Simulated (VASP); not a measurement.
# KTe2 in VASP: the effect of strain

The system is KTe2.

```
K Te
1.0
     3.11902   -5.61153    0.00000
     3.11902    5.61153    0.00000
     0.00000    0.00000    3.20502
K Te
1 2
Direct
  0.00000 0.00000 0.50000
  0.00000 0.50000 0.00000
  0.50000 0.00000 0.00000
```

The cell was built by a generator and needn't be a form met in nature.

The cell isn't the ideal one: strain = -0.04.

Alike in all runs:

```yaml
Program: VASP 6.6.1
Task: relaxation of the atoms
Functional: PBE
Potentials_or_basis: VASP PAW PBE potentials, release 64 (K_sv, Te)
Cutoff: 520 eV
k_mesh: 5 × 5 × 8
Occupations: fermi-dirac, width 0.05 eV
Spin: no spin polarisation
Strain_kind: uniaxial_z
Further_INCAR_settings: ALGO = Normal; EDIFF = 1e-06; IBRION = 2; EDIFFG = -0.01; NSW = 40
```

Each run relaxes the cell or the atoms first.

| strain | pressure (GPa) |
| --- | --- |
| -0.04 | ? |
| -0.02 | 0.7 |
| -0.01 | 0.4 |
| 0 | 0.1 |
| 0.01 | -0.1 |
| 0.02 | -0.4 |
| 0.04 | -0.8 |

Q: What does the run with strain -0.04 give?

A: Pressure 1.3 GPa.

Worked out: A straight line through the other rows of the pressure, of slope -25 GPa per unit of strain, extrapolates to 1.2 GPa, against the run's 1.3.

Caveats: the relaxation stopped at its first step, so nothing moved.
